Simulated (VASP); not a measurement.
Data:

```yaml
crystal:
  lattice:
    - [1.46650, -2.54005, 0.00000]
    - [1.46650, 2.54005, 0.00000]
    - [0.00000, 0.00000, 2.85608]
  atoms:
    - { symbol: W, position: [0.00000, 0.00000, 0.00000] }
    - { symbol: C, position: [0.33333, 0.66667, 0.50000] }
```

Level of theory: revPBE GGA, VASP's PBE PAW potentials (set 64) (plane waves; VASP 6.6.1). Numerical set-up: 520 eV cut-off, 16×16×14 Γ-centred mesh, tetrahedra with Blöchl corrections, potentials W_sv C.

### Question
The job: WC (wc), 2 atoms, revPBE, static run, 520 eV, 16×16×14 Γ-centred mesh. Roughly how much core time does it take on a busy server core?

### Answer
About 60 core-seconds (one run on a shared machine, a rough figure). It had 240 irreducible k-points, 13 bands, up to 599 plane waves and 13 electronic steps.

The compound is WC in the wc structure. It was relaxed first.
